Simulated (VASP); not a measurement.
## KTaO3: energy against strain

KTaO3 (cubic perovskite, Pm-3m, 12.761 Å³/atom and stress up to 0.19 GPa in the relaxed cell, cube axes along x, y and z) under a strain ε along a cube axis (axis z), the other axes held. r2SCAN in VASP (plane waves, PAW), 600 eV, 8×8×8 Γ-centred mesh, Gaussian smearing 0.05 eV; ions are relaxed, or left where forces stay under 0.02 eV/Å, within the symmetry of each cell.

Here s stands for strain and y for E less E0.

```csv
strain (%),E less E0 (meV/atom)
-3.00,?
-1.50,4.60
-1.00,2.05
-0.50,0.55
0.00,0.00
0.50,0.38
1.00,1.62
1.50,3.71
```

Fit y of the 7 rows that show it with a parabola. Least squares gives y = -0.001 - 0.2643·s + 1.8457·s². Residuals (row less fit): 0.052, -0.059, -0.043, 0.001, 0.052, 0.040, -0.045; standard error 0.060 (degrees of freedom: 4). Twice the quadratic coefficient over the volume, 2 × 1.8457 meV × 10⁴ × 0.1602 / 12.761 Å³, is the elastic constant C11 = 463 ± 7 GPa (± standard error of the fit, which holds the terms cut off).

### Question
Estimate the missing y (s = -3.00); what did the run itself give?

### Answer
y = -0.001 - 0.2643 × (-3.0) + 1.8457 × (-3.0)² = 17.403 meV/atom. The calculation gives 18.92 meV/atom, 1.517 meV/atom above the prediction (8.0 % of the range of y in the table). The row lies outside the fitted rows, so this is an extrapolation. From the scatter of the fitted rows alone, a prediction at this place has a standard error of 0.228 meV/atom, so the miss is 6.7 times that.

A polynomial of degree 3 through the 12 other runs of the series gives 18.87 there, so most of the miss is curvature that the fit leaves out. The primitive cell can neither tilt nor turn polar against its symmetry, as such crystals can under strain. Rows are the converged runs of the series near zero and its far end, less any whose ions stayed unrelaxed beside relaxed ones; series whose fitted rows scatter by over a few per cent of the range, as at a crossing or softening among them, aren't shown in this form. Most that stay on the fit to the last digits aren't either.
